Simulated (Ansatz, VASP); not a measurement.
# Sb (Antimony): VASP beside Ansatz

One calculation is typed for both programs; each brings its own data sets. How far apart do they land? The cell is taken from a series of runs on this material, whose earlier steps may have relaxed, scaled, displaced or heated it; both programs get it as it stands.

Program: Ansatz 0.2.0. Level of theory: plane waves, with VASP 6.6.1 beside it; zone-centre phonons at LDA. Results are calculated unless marked as measured.

### Step 1. The structure

The structure is trigonal, space group R-3m (No. 166). The conventional cell has a = 4.295 Å, b = 4.295 Å, c = 10.962 Å, α = 90.00°, β = 90.00°, γ = 120.00°. Sb has 3 Sb at 2.91 Å nearest.

Coordinates:

```cif
data_structure
_symmetry_space_group_name_H-M 'P 1'
_symmetry_Int_Tables_number 1
_cell_length_a 4.4159
_cell_length_b 4.4159
_cell_length_c 4.4159
_cell_angle_alpha 58.197
_cell_angle_beta 58.197
_cell_angle_gamma 58.197
_cell_volume 58.37
loop_
_atom_site_label
_atom_site_type_symbol
_atom_site_fract_x
_atom_site_fract_y
_atom_site_fract_z
_atom_site_occupancy
Sb1 Sb 0.23583 0.23583 0.23583 1
Sb2 Sb 0.76417 0.76417 0.76417 1
```

### Step 2. VASP: zone-centre phonons, LDA

Second derivatives magnify differences that forces hide, and they need a tight electronic threshold.

Lines of VASP's logs that name or quote its potential files are left out, and so is its time.

The input, INCAR:

```
SYSTEM = Sb
PREC = Accurate
ENCUT = 500
EDIFF = 1E-08
NELM = 120
ISMEAR = 1
SIGMA = 0.2
LREAL = .FALSE.
ALGO = Normal
GGA = CA
NBANDS = 11
LORBIT = 11
LWAVE = .FALSE.
LCHARG = .FALSE.
ISIF = 2
IBRION = 8
LASPH = .TRUE.
GGA_COMPAT = .FALSE.
KPAR = 2
```

The input, POSCAR:

```
Sb
1.0
    2.1474924212      1.2398553275      3.6539221379
   -2.1474924212      1.2398553275      3.6539221379
    0.0000000000     -2.4797106549      3.6539221379
Sb
2
Direct
    0.2358324802      0.2358324802      0.2358324802
    0.7641675198      0.7641675198      0.7641675198
```

The input, KPOINTS:

```
Automatic mesh
0
Gamma
12 12 12
0 0 0
```

The projector-augmented-wave data sets are Sb (LDA family, release 64).

Run with:

```
$ mpirun -np 2 vasp_std
```

Numbers of over 12 decimals in the logs are rounded to 6 here.

What it wrote:

```text
[banner, memory and clock lines left out]
running    2 mpi-ranks, on    1 nodes
 distrk:  each k-point on    1 cores,    2 groups
 distr:  one band on    1 cores,    1 groups

 POSCAR found type information on POSCAR Sb
 POSCAR found :  1 types and       2 ions
 LDA part: xc-table for (Slater(with rela. corr.)+CA(PZ))
 , standard interpolation
 POSCAR, INCAR and KPOINTS ok, starting setup
 FFT: planning ... GRIDC
 FFT: planning ... GRID_SOFT
 FFT: planning ... GRID
 WAVECAR not read
 entering main loop
       N       E                     dE             d eps       ncg     rms          rms(c)
DAV:   1     0.361759224582E+02    0.36176E+02   -0.34995E+03  4158   0.695E+02
DAV:   2    -0.770610138705E+01   -0.43882E+02   -0.42602E+02  5803   0.114E+02
DAV:   3    -0.963451054294E+01   -0.19284E+01   -0.19098E+01  5050   0.273E+01
DAV:   4    -0.965236090862E+01   -0.17850E-01   -0.17841E-01  4667   0.310E+00
DAV:   5    -0.965257112481E+01   -0.21022E-03   -0.21022E-03  4851   0.378E-01    0.324E+00
DAV:   6    -0.963652982811E+01    0.16041E-01   -0.35953E-03  4635   0.324E-01    0.193E+00
DAV:   7    -0.962755573742E+01    0.89741E-02   -0.76934E-03  4572   0.469E-01    0.551E-02
DAV:   8    -0.962756492354E+01   -0.91861E-05   -0.21639E-04  4677   0.105E-01    0.179E-02
DAV:   9    -0.962756873055E+01   -0.38070E-05   -0.14999E-05  4761   0.239E-02    0.658E-03
DAV:  10    -0.962756837199E+01    0.35856E-06   -0.17190E-06  4689   0.727E-03    0.962E-04
DAV:  11    -0.962756840528E+01   -0.33289E-07   -0.15817E-07  4737   0.245E-03    0.359E-04
DAV:  12    -0.962756840607E+01   -0.79461E-09   -0.99906E-09  2844   0.555E-04
   1 F= -.96275684E+01 E0= -.96283672E+01  d E =0.239643E-02
 Linear response reoptimize wavefunctions to high precision
DAV:   1    -0.962756840631E+01   -0.23596E-09   -0.17125E-09  3758   0.283E-04
DAV:   2    -0.962756840632E+01   -0.10004E-10   -0.12486E-10  2412   0.847E-05
 Linear response DOF=           2
 Linear response progress:
  Degree of freedom:   1/  2
       N       E                     dE             d eps       ncg     rms          rms(c)
RMM:   1    -0.260233873636E-01   -0.26023E-01    0.21312E-02 38906   0.122E+00
RMM:   2    -0.256498763662E-01    0.37351E-03   -0.17642E-03 30085   0.253E-01    0.495E-02
RMM:   3    -0.256494250257E-01    0.45134E-06   -0.52228E-05 31755   0.416E-02    0.291E-02
RMM:   4    -0.256955025333E-01   -0.46078E-04   -0.25911E-05 31875   0.202E-02    0.236E-03
RMM:   5    -0.257014236356E-01   -0.59211E-05   -0.20667E-06 32461   0.382E-03    0.103E-03
RMM:   6    -0.257028207157E-01   -0.13971E-05    0.12574E-07 30987   0.919E-04    0.314E-04
RMM:   7    -0.257019836202E-01    0.83710E-06    0.20284E-07 33001   0.233E-04    0.883E-05
RMM:   8    -0.257019611031E-01    0.22517E-07    0.14445E-08 33672   0.478E-05    0.200E-05
RMM:   9    -0.257019575538E-01    0.35493E-08   -0.37688E-09 33561   0.130E-05    0.190E-06
 first order change of Fermi-energy  -0.19848E-04
 force on displaced ion       1 direction 1 :  -2.033   0.000   0.000
 Linear response progress:
  Degree of freedom:   2/  2
       N       E                     dE             d eps       ncg     rms          rms(c)
RMM:   1    -0.270855667660E-01   -0.27086E-01    0.14133E-02  8132   0.123E+00
RMM:   2    -0.257864277270E-01    0.12991E-02   -0.17358E-03  6482   0.263E-01    0.485E-02
RMM:   3    -0.256883450675E-01    0.98083E-04   -0.47160E-05  6904   0.454E-02    0.290E-02
RMM:   4    -0.256195799042E-01    0.68765E-04   -0.27683E-05  6730   0.252E-02    0.713E-03
RMM:   5    -0.256268514024E-01   -0.72715E-05   -0.84946E-07  6963   0.520E-03    0.248E-03
RMM:   6    -0.256285783671E-01   -0.17270E-05   -0.57102E-08  7034   0.108E-03    0.795E-04
RMM:   7    -0.256278609658E-01    0.71740E-06    0.12488E-08  7097   0.332E-04    0.209E-04
RMM:   8    -0.256278916018E-01   -0.30636E-07    0.38461E-09  7198   0.553E-05    0.266E-05
RMM:   9    -0.256279119902E-01   -0.20388E-07   -0.60888E-11  7199   0.205E-05    0.153E-05
RMM:  10    -0.256279103868E-01    0.16034E-08    0.53993E-10  7250   0.733E-06    0.310E-06
 first order change of Fermi-energy  -0.46632E+00
 force on displaced ion       1 direction 3 :   0.000  -0.000  -4.735
 Linear response finished
```

Parts of OUTCAR (step 2):

```text
ion  position               nearest neighbor table
   1  0.236  0.236  0.236-   2 2.91   2 2.91   2 2.91   2 3.27   2 3.27   2 3.27
   2  0.764  0.764  0.764-   1 2.91   1 2.91   1 2.91   1 3.27   1 3.27   1 3.27

  LATTYP: Found a trigonal (rhomboedric) cell.
 ALAT       =     4.4158931058
 COS(alpha) =     0.5270054123

 Subroutine GETGRP returns: Found 12 space group operations
 (whereof 12 operations were pure point group operations)

The static configuration has the point symmetry D_3d.

 Found    189 irreducible k-points:

   k-points           NKPTS =    189   k-points in BZ     NKDIM =    189   number of bands    NBANDS=     11

   dimension x,y,z NGX =    32 NGY =   32 NGZ =   32
   dimension x,y,z NGXF=    64 NGYF=   64 NGZF=   64

   ENCUT  =  500.0 eV  36.75 Ry    6.06 a.u.   8.05  8.05  8.05*2*pi/ulx,y,z

   NELECT =      10.0000    total number of electrons

 k-points in reciprocal lattice and weights: Automatic mesh
   0.00000000  0.00000000  0.00000000       0.001
   0.08333333  0.00000000  0.00000000       0.003
   0.16666667  0.00000000  0.00000000       0.003
   0.25000000 -0.00000000  0.00000000       0.003
   0.33333333  0.00000000  0.00000000       0.003
   0.41666667  0.00000000  0.00000000       0.003
   0.50000000 -0.00000000  0.00000000       0.002
   0.08333333  0.08333333  0.00000000       0.003
   0.16666667  0.08333333 -0.00000000       0.007
[...]
-0.41666667  0.50000000  0.41666667       0.003
   0.50000000  0.50000000  0.50000000       0.001

 average (electrostatic) potential at core
       1 -86.3649       2 -86.3649

  Total        0.1196353      0.1196353      0.0844214     -0.0000000      0.0000000      0.0000000
  in kB        3.2836484      3.2836484      2.3171271     -0.0000000      0.0000000      0.0000000
  external PRESSURE =       2.9614746 kB  Pullay stress =       0.0000000 kB

  energy-cutoff  :      500.00
  volume of cell :       58.37
      direct lattice vectors                 reciprocal lattice vectors
     2.147492421  1.239855327  3.653922138     0.232829692  0.134424286  0.091226173
    -2.147492421  1.239855327  3.653922138    -0.232829692  0.134424286  0.091226173
     0.000000000 -2.479710655  3.653922138     0.000000000 -0.268848571  0.091226173

 POSITION                                       TOTAL-FORCE (eV/Angst)
 -----------------------------------------------------------------------------------
      0.00000      0.00000      2.58514         0.000000      0.000000      0.063951
      0.00000      0.00000      8.37663         0.000000     -0.000000     -0.063951
 -----------------------------------------------------------------------------------
    total drift:                                0.000000      0.000000      0.000000

 Eigenvectors and eigenvalues of the dynamical matrix
 ----------------------------------------------------

   1 f  =    4.360125 THz    27.395473 2PiTHz  145.438113 cm-1    18.032020 meV
             X         Y         Z           dx          dy          dz
      0.000000  0.000000  2.585141    -0.000000   -0.000000   -0.707107
      0.000000  0.000000  8.376626     0.000000    0.000000    0.707107

   2 f  =    2.857270 THz    17.952759 2PiTHz   95.308278 cm-1    11.816715 meV
             X         Y         Z           dx          dy          dz
      0.000000  0.000000  2.585141    -0.000000   -0.707107    0.000000
      0.000000  0.000000  8.376626     0.000000    0.707107   -0.000000

   3 f  =    2.857270 THz    17.952759 2PiTHz   95.308278 cm-1    11.816715 meV
             X         Y         Z           dx          dy          dz
      0.000000  0.000000  2.585141    -0.707107    0.000000    0.000000
      0.000000  0.000000  8.376626     0.707107   -0.000000    0.000000

   4 f  =    0.000000 THz     0.000000 2PiTHz    0.000001 cm-1     0.000000 meV
             X         Y         Z           dx          dy          dz
      0.000000  0.000000  2.585141     0.132264   -0.296806   -0.628023
      0.000000  0.000000  8.376626     0.132264   -0.296806   -0.628023

   5 f  =    0.000000 THz     0.000000 2PiTHz    0.000001 cm-1     0.000000 meV
             X         Y         Z           dx          dy          dz
      0.000000  0.000000  2.585141     0.349375   -0.524130    0.321286
      0.000000  0.000000  8.376626     0.349375   -0.524130    0.321286

   6 f/i=    0.000000 THz     0.000000 2PiTHz    0.000001 cm-1     0.000000 meV
             X         Y         Z           dx          dy          dz
      0.000000  0.000000  2.585141    -0.600369   -0.370397    0.048611
      0.000000  0.000000  8.376626    -0.600369   -0.370397    0.048611

 ELASTIC MODULI CONTR FROM IONIC RELAXATION (kBar)
 Direction    XX          YY          ZZ          XY          YZ          ZX
 --------------------------------------------------------------------------------
 XX        -100.9772    -80.6391   -142.9770     -0.0000     43.9943      0.0000
 YY         -80.6391   -100.9772   -142.9770      0.0000    -43.9943     -0.0000
 ZZ        -142.9770   -142.9770   -225.1167     -0.0000     -0.0000      0.0000
 XY          -0.0000      0.0000     -0.0000    -10.1690      0.0000     41.6088
 YZ          43.9943    -43.9943     -0.0000      0.0000   -190.3320     -0.0000
 ZX           0.0000     -0.0000      0.0000     41.6088     -0.0000   -170.2514
 --------------------------------------------------------------------------------
```

### Step 3. Ansatz: zone-centre phonons, LDA

Ansatz runs on its default PAW (the set named soft_2) files.

The same cell, functional (in two slightly different forms), mesh and smearing now go to Ansatz, which takes its cutoff from its data sets.

The input, input.yaml:

```yaml
crystal:
  lattice:
    - [2.1474924212, 1.2398553275, 3.6539221379]
    - [-2.1474924212, 1.2398553275, 3.6539221379]
    - [0.0, -2.4797106549, 3.6539221379]
  atoms:
    - { symbol: Sb, position: [0.2358324802, 0.2358324802, 0.2358324802] }
    - { symbol: Sb, position: [0.7641675198, 0.7641675198, 0.7641675198] }
kpoints:
  mp_grid: { grid: [12, 12, 12] }
hamiltonian:
  xc: lda
scf:
  occupations: { method: methfessel_paxton, width: 0.2 }
output:
  eigenvalues: true
phonons:
  method: dfpt
```

Run with:

```
$ ansatz run input.yaml --threads 4 --pin off --max-ram 16384MiB --backend cpu --events-out ev --progress --plain --runs-dir out
```

What it wrote:

```text
Engine: ansatz 0.2.0, aarch64-unknown-linux-gnu
Pseudopotentials: kind: paw
Pseudopotential: Sb, paw, valence charge 15, recommended cutoff 420 eV (normal), Sb.paw.azcp
Functional definition: SPW92
  exchange = slater_x
  correlation = pw_c
Crystal: 2 atoms, lattice volume = 58.373 Å³
Basis set: ecut = 420 eV, 1153 PW (Γ), exchange–correlation on 60×60×60 points (8 copies of the dense FFT grid, shifted against one another)
Bands: 19, of which v1, the nominal top of the filled ones, is band 15 counted from 1 (14 counted from 0)
Symmetry: 12 space group operations
k-points: 476 of 1728 (irreducible under 2 space group operations, time reversal used)
Non-local potential: Sb, projectors of the file, l = 0: 2, l = 1: 2, l = 2: 2, l = 3: 2
PAW form: soft (Blöchl's): semilocal exchange-correlation on the pseudo side does not see the compensation charge
PAW frozen core: Sb, regenerated for the run's functional, and the local potential with it (the file was generated under x = pbe(κ = 0.804, μ = 0.219515), c = pbe(β = 0.066725))
PAW one-centre angular grid: Sb, 590 points (default); XC on 64 Gauss nodes
Initial density: superposition of atomic densities (neutral atoms: chi_scale 0, normalization atom), corrected by the library's trained network
Initial wavefunctions: pseudopotential atomic-orbital guess
Functional: x = slater, c = lda
SCF iter   1: F=—  HF=-12671.646636 eV  |F-HF|=—  |Δ(HF+E_count)|=         —  Δρ=6.52e-3  dr2=1.05e-2  ethr=1.77e-3  ⟨swp⟩=5.7  Hψ=44474  notcnv=0
preconditioner: auto → Kerker (q_TF=auto, 2.442 Å⁻¹)  [metal: Δε(μ)=0.129 eV  Ē_g=8.814 eV  σ=0.200 eV  W_gap=0.48  n_scr=14 (ndim 8)  ℏωp=15.4 eV  f_vac=0.001  D(μ)=0.15/eV (n_scr^D=0)]
SCF iter   2: F=—  HF=-12671.641708 eV  |F-HF|=—  |Δ(HF+E_count)|=   4.93e-3  S|Δr|=    0.00e0  Δρ=3.69e-3  dr2=3.44e-3  ethr=3.50e-5  ⟨swp⟩=1.8  Hψ=14317  notcnv=0
SCF iter   3: F=—  HF=-12671.640441 eV  |F-HF|=—  |Δ(HF+E_count)|=   1.27e-3  S|Δr|=    0.00e0  Δρ=5.46e-4  dr2=2.11e-4  ethr=1.15e-5  ⟨swp⟩=2.0  Hψ=13804  notcnv=0
SCF iter   4: F=—  HF=-12671.640362 eV  |F-HF|=—  |Δ(HF+E_count)|=   7.88e-5  S|Δr|=    0.00e0  Δρ=2.86e-4  dr2=3.08e-5  ethr=7.04e-7  ⟨swp⟩=2.0  Hψ=16188  notcnv=0
SCF iter   5: F=—  HF=-12671.640343 eV  |F-HF|=—  |Δ(HF+E_count)|=   1.91e-5  S|Δr|=    0.00e0  Δρ=9.66e-5  dr2=5.47e-6  ethr=1.03e-7  ⟨swp⟩=2.0  Hψ=14198  notcnv=0
SCF iter   6: F=—  HF=-12671.640342 eV  |F-HF|=—  |Δ(HF+E_count)|=   7.67e-7  S|Δr|=    0.00e0  Δρ=1.92e-5  dr2=3.60e-7  ethr=1.82e-8  ⟨swp⟩=2.9  Hψ=16353  notcnv=0
SCF iter   7: F=—  HF=-12671.640342 eV  |F-HF|=—  |Δ(HF+E_count)|=   1.14e-7  S|Δr|=    0.00e0  Δρ=8.11e-6  dr2=3.10e-8  ethr=1.20e-9  ⟨swp⟩=2.1  Hψ=11467  notcnv=0
SCF iter   8: F=—  HF=-12671.640342 eV  |F-HF|=—  |Δ(HF+E_count)|=   8.30e-9  S|Δr|=    0.00e0  Δρ=1.62e-6  dr2=1.30e-9  ethr=1.03e-10  ⟨swp⟩=2.0  Hψ=16137  notcnv=0
SCF iter   9: F=—  HF=-12671.640342 eV  |F-HF|=—  |Δ(HF+E_count)|=  3.75e-10  S|Δr|=    0.00e0  Δρ=3.13e-7  dr2=1.37e-10  ethr=4.33e-12  ⟨swp⟩=2.0  Hψ=16138  notcnv=0
SCF iter  10: F=-12671.640342 eV  HF=-12671.640342 eV  |F-HF|=9.09e-12  |Δ(HF+E_count)|=  1.46e-11  S|Δr|=    0.00e0  Δρ=8.27e-8  dr2=7.88e-12  ethr=1.00e-12  ⟨swp⟩=5.0  Hψ=38642  notcnv=0
SCF 1 converged in 10 iterations: F = -12671.640342 eV  dr2 = 7.88e-12
  greatest PAW one-centre occupation: 0.998 electrons in one spin orbital (limit 2), on the Sb atom at site 1 (counted from 0), in its partial waves of l = 2
DFPT response loops at Γ: preconditioner auto → Kerker (q_TF=auto, 2.442 Å⁻¹) (partly filled bands, converged f_vac=0.000); β = 1.00, the filter's whole step (`scf.mixing.beta` (0.50) is not read by the response loops under this deck's `scf.mixing.preconditioner`; to damp them name `kerker` or `kerker_dos`, under which they read `scf.mixing.beta`, and type it under 1.00, their step now; both keys bind the ground state too); Broyden in place of MSR1
SCF converged after 10 iterations
Stability not checked: this state was not tested for a lower state beside it, because cold or Methfessel-Paxton smearing, or corrected tetrahedra, fill the levels in a way that the test cannot read (fill_not_monotonic; see scf.lower_state_search)
Free energy (F): -12671.640342 eV
Harris-Foulkes:  -12671.640342 eV  (|F-HF|=9.09e-12)
Internal energy: -12671.642738 eV  (E = F + TS)
E sigma→0 (E₀):  -12671.640941 eV
Entropy (-TS):   0.002396 eV (1.198 meV/atom)
Fermi energy:    10.209601 eV
--- Per-component energies (eV) ---
  E_band       = -332.140052
  E_kinetic    = 417.609751
  E_local      = -3142.775081  (includes V_loc(G=0)·N_el)
  E_nonlocal   = 732.722703
  E_hartree    = 1423.050728
  E_xc         = -276.436094
  E_vxc        = -195.547539  (∫ρ·V_xc dr)
  E_paw        = -8853.041431  (= ΣΔE_a)
  E_vpaw       = -990.251318  (= ΣTr[D̂ρ^β])
  E_aug_tail   = -0.000004  (compensation charges beyond the density's cutoff)
  E_ewald      = -2973.890956
  E_core_change = 1.117647  (= ΣΔE_core)
  E_smearing   = 0.002396  (= −TS)
  E_closure    = -0.000000  (closes the sum)
  Σ components = -12671.640342   (vs F -12671.640342, Δ=0.00e0)
--- Band table (eV; the first three rows and the last of 476) ---
  k-point 0: bands = [... 11 lower, 5.4802, 8.2516, 8.3856, 8.3856, 12.5935, 13.0819, 13.0819, 15.2986]
  k-point 1: bands = [... 11 lower, 5.0924, 8.2737, 8.3773, 8.5764, 12.4986, 12.8544, 12.8549, 14.9845]
  k-point 2: bands = [... 11 lower, 4.2080, 8.2948, 8.3622, 8.9478, 12.1238, 12.2926, 12.3143, 14.8284]
  k-point 475: bands = [... 11 lower, 0.9594, 8.9618, 8.9618, 9.7531, 10.1780, 10.1780, 11.1751, 17.6139]
--- Phonons (Γ-DFPT): 2 representative perturbations + reference, on 476 of 1728 k-points (Σ response iterations 6) ---
  k mesh reduced under 2 symmetry operations, with k and −k counted as one. Each operation leaves every solved perturbation unchanged. A smaller set is not used because it would not reduce the number of displacements times k-points to solve
  ASR residual: 2.882e-5 → 0.000e0 eV/Å²; symmetrization residual: 3.136e-5 eV/Å²
  ASR residual per site (eV/Å²): 2.88e-5 2.88e-5
  Γ frequencies (cm⁻¹): 0.00 0.00 0.00 91.18 91.18 142.49
  non-analytic LO–TO correction: not included (Born effective charges unavailable; polar crystals: no LO–TO splitting at Γ)
```

### Step 4. Differences

Known differences besides the potentials themselves: the two LDA forms differ slightly; the data sets hold 30 valence electrons in Ansatz (on its default PAW (the set named soft_2) files) and 10 in VASP; the cutoff is 420 eV in Ansatz and 500 eV in VASP; VASP's log shows a relativistic correction to its local exchange, Ansatz's none. Total energies have different zeros and are not compared.

The two programs side by side:

| quantity | Ansatz | VASP | difference |
| --- | --- | --- | --- |
| optical mode 1 to 2 (cm⁻¹) | 91.2 | 95.3 | -4.33 % |
| optical mode 3 (cm⁻¹) | 142.5 | 145.4 | -2.03 % |

Modes are paired by rising frequency, not by their patterns, so a pair may set unlike modes beside each other; they are those without the splitting of longitudinal modes.

### Step 5. Results

| Property | Result |
| --- | --- |
| r.m.s. difference of the optical zone-centre modes, each program's sorted by frequency (zone-centre phonons, LDA) | 3.8 cm⁻¹ |
| difference in optical mode 1 to 2 (zone-centre phonons, LDA) | -4.3 % |

**Reading.** The r.m.s. difference of the optical zone-centre modes, each program's sorted by frequency is 3.8 cm⁻¹ (zone-centre phonons, LDA). The data sets hold unlike numbers of valence electrons (30 in Ansatz and 10 in VASP), so part of the differences comes from the potentials. Among the rows given in per cent, the largest difference of the zone-centre phonons, LDA pair is in optical mode 1 to 2, -4.3 %. How closely two codes agree says nothing of how well the functional describes the real material.

[Lines on the potential files, build, host, timing and source positions are cut from VASP's logs without a mark.]

[Logs are printed without paths, hosts, clocks, repeated set-up lines and the standing remarks that a program may print on its own settings, such as how far it seeks lower states.]

[Hosts, paths, dates, database ids (printed as entryN), source tags and the programs' standing remarks are cut or masked in the printed files.]
